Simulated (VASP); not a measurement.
Level of theory: PBE GGA, VASP's PBE PAW potentials (set 64) (plane waves; VASP).

Input for VASP

File KPOINTS:
```
Automatic mesh
0
Gamma
6 6 4
0 0 0
```

### INCAR
```
ALGO = Normal
EDIFF = 1E-7
EDIFFG = -0.01
ENCUT = 480
GGA = PE
IBRION = 2
ISIF = 3
ISMEAR = 0
LASPH = .TRUE.
LCHARG = .FALSE.
LMAXMIX = 6
LREAL = .FALSE.
LWAVE = .FALSE.
NELM = 100
NSW = 40
PREC = Accurate
PSTRESS = 300
SIGMA = 0.05
SYSTEM = PtSe2
```

POSCAR:
```
PtSe2
1
    1.8226379918    -3.1569039598     0.0000000000
    1.8226379918     3.1569039598    -0.0000000000
    0.0000000000    -0.0000000000     4.2507720001
Pt Se
1 2
Direct
  0.0000000000   0.0000000000   1.0000000000
  0.3333330000   0.6666670000   0.2940482587
  0.6666670000   0.3333330000   0.7059517413
```

POTCAR, in this order: Pt Se (PBE.64 set). Program: vasp_std.

The resulting files:

**OSZICAR**
```
       N       E                     dE             d eps       ncg     rms          rms(c)
DAV:   1     0.105765505562E+03    0.10577E+03   -0.10182E+04   760   0.124E+03
DAV:   2    -0.101570086109E+02   -0.11592E+03   -0.11362E+03   930   0.236E+02
DAV:   3    -0.138133940364E+02   -0.36564E+01   -0.36418E+01   846   0.450E+01
DAV:   4    -0.138345769914E+02   -0.21183E-01   -0.21178E-01   923   0.367E+00
DAV:   5    -0.138347729381E+02   -0.19595E-03   -0.19594E-03   888   0.329E-01    0.158E+01
DAV:   6    -0.133445385308E+02    0.49023E+00   -0.37281E+00   769   0.186E+01    0.927E+00
DAV:   7    -0.132445445479E+02    0.99994E-01   -0.65390E-01   734   0.850E+00    0.471E+00
DAV:   8    -0.132225599474E+02    0.21985E-01   -0.40632E-02   860   0.194E+00    0.679E-01
DAV:   9    -0.132210419833E+02    0.15180E-02   -0.73797E-03   804   0.830E-01    0.111E-01
DAV:  10    -0.132211438255E+02   -0.10184E-03   -0.78716E-04   874   0.228E-01    0.504E-02
DAV:  11    -0.132211413353E+02    0.24902E-05   -0.33292E-05   846   0.434E-02    0.329E-02
DAV:  12    -0.132211423589E+02   -0.10236E-05   -0.57609E-06   867   0.192E-02    0.728E-03
DAV:  13    -0.132211420362E+02    0.32264E-06   -0.73555E-07   888   0.629E-03    0.148E-03
DAV:  14    -0.132211420003E+02    0.35900E-07   -0.36232E-08   493   0.152E-03
   1 F= -.40616736E+01 E0= -.40611332E+01  d E =-.406167E+01
```

### OUTCAR
```
------------------------ aborting loop because EDIFF is reached ----------------------------------------
  FORCE on cell =-STRESS in cart. coord.  units (eV):
  Direction    XX          YY          ZZ          XY          YZ          ZX
  --------------------------------------------------------------------------------------
  Total        9.1585290      9.1585427      9.1585317      0.0000000      0.0000000      0.0000000
  in kB      299.9692337    299.9696811    299.9693216      0.0000000      0.0000000      0.0000000
  external PRESSURE =      -0.0305879 kB  Pullay stress =     300.0000000 kB
  volume of cell :       48.92
      direct lattice vectors                 reciprocal lattice vectors
     1.822637992 -3.156903960  0.000000000     0.274327652 -0.158383025  0.000000000
     1.822637992  3.156903960  0.000000000     0.274327652  0.158383025  0.000000000
     0.000000000  0.000000000  4.250772000     0.000000000  0.000000000  0.235251385
 POSITION                                       TOTAL-FORCE (eV/Angst)
 -----------------------------------------------------------------------------------
      0.00000      0.00000      0.00000        -0.000000     -0.000000      0.000000
      1.82264      1.05230      1.24993         0.000000     -0.000000     -0.002616
      1.82264     -1.05230      3.00084        -0.000000      0.000000      0.002616
 -----------------------------------------------------------------------------------
    total drift:                               -0.000000      0.000000      0.000000
  FREE ENERGIE OF THE ION-ELECTRON SYSTEM (eV)
  ---------------------------------------------------
  free  energy   TOTEN  =       -13.2211420003 eV

  energy  without entropy=      -13.2200612310  energy(sigma->0) =      -13.22060162
  enthalpy is  TOTEN    =        -4.0616736209 eV   P V=        9.1594683794

 reached required accuracy - stopping structural energy minimisation
```
(Selected blocks of OUTCAR.)

Without a dispersion term in the relaxation, distances and binding between the weakly bound layers, chains or molecules are unreliable, and so is what depends on them.

The compound is PtSe2 in the 1T layered structure. It was relaxed first under an external pressure of 30 GPa. The k-mesh is coarse (spacing up to 0.37 per Å, 2π included), so the numbers may not be converged in it.
